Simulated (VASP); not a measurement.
OSZICAR of a VASP run on HfC (rock salt):

File OSZICAR:
```
       N       E                     dE             d eps       ncg     rms          rms(c)
DAV:   1     0.246807795904E+02    0.24681E+02   -0.80268E+03  1600   0.122E+03
DAV:   2    -0.227986709825E+02   -0.47479E+02   -0.44847E+02  2032   0.218E+02
DAV:   3    -0.244893732018E+02   -0.16907E+01   -0.16779E+01  2006   0.322E+01
DAV:   4    -0.245045850455E+02   -0.15212E-01   -0.15189E-01  1912   0.324E+00
DAV:   5    -0.245047760680E+02   -0.19102E-03   -0.19099E-03  2051   0.287E-01    0.621E+01
DAV:   6    -0.218162688273E+02    0.26885E+01   -0.16810E+01  1766   0.214E+01    0.431E+01
DAV:   7    -0.217490030556E+02    0.67266E-01   -0.53680E-01  1800   0.573E+00    0.234E+01
DAV:   8    -0.217380736452E+02    0.10929E-01   -0.40697E-02  1728   0.201E+00    0.424E+00
DAV:   9    -0.217343273298E+02    0.37463E-02   -0.18151E-02  1815   0.840E-01    0.182E+00
DAV:  10    -0.217340812076E+02    0.24612E-03   -0.95923E-04  1857   0.263E-01    0.145E-01
DAV:  11    -0.217340785979E+02    0.26097E-05   -0.78756E-05  1866   0.729E-02    0.486E-02
DAV:  12    -0.217340772138E+02    0.13841E-05   -0.37381E-06  1812   0.178E-02    0.354E-02
DAV:  13    -0.217340770657E+02    0.14814E-06   -0.16196E-07   882   0.445E-03
   1 F= -.21734077E+02 E0= -.21734034E+02  d E =-.217341E+02
```

Q: Which electronic solver shows in the log?

A: It is blocked Davidson (ALGO = Normal, or the opening steps of other solvers). The INCAR had ALGO = Normal.

Q: Can the final energy be trusted as converged?

A: The run converged. It stopped with EDIFF = 1E-6, NELM = 100, NSW = 60 and EDIFFG = -0.01 after 1 ionic step (AM05 GGA, plane waves, VASP's PBE PAW potentials (set 64)).

The compound is HfC in the rock salt structure. It was relaxed first. The start is the result of an earlier pass.
